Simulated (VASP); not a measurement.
SiC (wurtzite): the band gap from VASP (plane waves, PAW) at several levels of theory. Gaps are without spin-orbit coupling. Each level names its cell: its own relaxed one, PBE's, or the starting one. A gap is the smallest over the k-mesh and a band path; hybrids may have named points in place of the path, and GW has the mesh alone.

| level | band gap (eV) | error against measurement (eV) |
|---|---|---|
| LDA (own cell) | 2.12 | -1.21 |
| PBE (own cell) | 2.30 | -1.03 |
| PBEsol (own cell) | 2.11 | -1.22 |
| SCAN (own cell) | 2.64 | -0.69 |
| r2SCAN (own cell) | 2.66 | -0.67 |
| HSE06 (PBE cell) | 3.21 | -0.12 |

Measured: 3.33 eV (as given by Daiki Deguchi et al., Japanese Journal of Applied Physics (2016), arXiv:1512.06930).

The cell of the LDA (own cell) run:

```yaml
crystal:
  lattice:
    - [1.52924, -2.64872, 0.00000]
    - [1.52924, 2.64872, 0.00000]
    - [0.00000, 0.00000, 5.01669]
  atoms:
    - { symbol: Si, position: [0.66667, 0.33333, 0.49964] }
    - { symbol: Si, position: [0.33333, 0.66667, 0.99964] }
    - { symbol: C, position: [0.66667, 0.33333, 0.87536] }
    - { symbol: C, position: [0.33333, 0.66667, 0.37536] }
```

Only levels that ran to the end are used. Left out are those held back, those with too coarse a band path, GW runs whose mesh misses a band edge, hybrids' fits of cells that aren't cubic and levels without matching references; a question may draw on a part of the rest.

The compound is SiC in the wurtzite structure, the rare 2H polytype.
